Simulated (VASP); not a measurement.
Input of a VASP 6.6.1 run:

File INCAR:

```
PREC     = Accurate       # precision mode
ENCUT    = 600            # plane-wave cutoff, eV
EDIFF    = 1E-6           # SCF threshold, eV
ISMEAR   = 0              # smearing method
SIGMA    = 0.02           # smearing width, eV
LREAL    = F              # projectors in reciprocal space
LASPH    = T              # aspherical terms in the spheres
NELM     = 60             # most SCF steps
ALGO     = Normal         # electronic algorithm
ISIF     = 3              # what is computed and relaxed
LWAVE    = F              # write WAVECAR
LCHARG   = F              # write CHGCAR
GGA      = PS             # functional
IBRION   = 2              # ionic algorithm
NSW      = 40             # ionic steps
EDIFFG   = -0.01          # ionic threshold
KPAR     = 2
```

File KPOINTS:

```
regular mesh
0
Gamma
  3 3 2
```

Contents of POSCAR:

```
Ga4PN3
1.0
   -2.3715785800      2.3715785800      0.0000000000
   -2.3715785800     -4.7431571600      2.3715785800
    2.3715785800      2.3715785800      4.7431571600
Ga N P
4 3 1
Direct
    0.0000000000      0.0000000000      0.0000000000
    0.7500000000      0.5000000000      0.2500000000
    0.5000000000      0.0000000000      0.5000000000
    0.2500000000      0.5000000000      0.7500000000
    0.5625000000      0.1250000000      0.1875000000
    0.3125000000      0.6250000000      0.4375000000
    0.0625000000      0.1250000000      0.6875000000
    0.8125000000      0.6250000000      0.9375000000
```

Potentials or basis: VASP PAW PBE potentials, release 64 (Ga_d, N, P).

Launch:

```console
$ cat potpaw_PBE.64/Ga_d/POTCAR potpaw_PBE.64/N/POTCAR potpaw_PBE.64/P/POTCAR > POTCAR
$ mpirun -np 2 vasp_std > vasp.out
```

**Question.** Estimate the space group after relaxing (to 0.05 Å).

**Answer.** Cm (No. 8).

**Question.** What does it give for the band gap on the k mesh?

**Answer.** 0.01 eV, indirect (least direct gap 0.30 eV).

**Question.** Predict the relaxed cell.

**Answer.** a = 3.349 Å, b = 5.813 Å, c = 5.814 Å, α = 99.92°, β = 90.00°, γ = 106.74°.

Final structure:
```cif
data_structure
_symmetry_space_group_name_H-M 'P 1'
_symmetry_Int_Tables_number 1
_cell_length_a 3.3491
_cell_length_b 5.8126
_cell_length_c 5.8140
_cell_angle_alpha 99.925
_cell_angle_beta 90.000
_cell_angle_gamma 106.744
_cell_volume 106.61
loop_
_atom_site_label
_atom_site_type_symbol
_atom_site_fract_x
_atom_site_fract_y
_atom_site_fract_z
_atom_site_occupancy
Ga1 Ga 0.02516 0.05031 0.00837 1
Ga2 Ga 0.74655 0.49310 0.28160 1
Ga3 Ga 0.49310 0.98621 0.49758 1
Ga4 Ga 0.23326 0.46652 0.70752 1
N1 N 0.56849 0.13697 0.20303 1
N2 N 0.31133 0.62266 0.43709 1
N3 N 0.05599 0.11198 0.67361 1
P1 P 0.81613 0.63225 0.94120 1
```

Caveat: the k mesh is coarse (spacing up to 0.65 Å⁻¹), so the values aren't converged; an odd mesh through Γ misses points on the zone boundary, where band edges often lie.
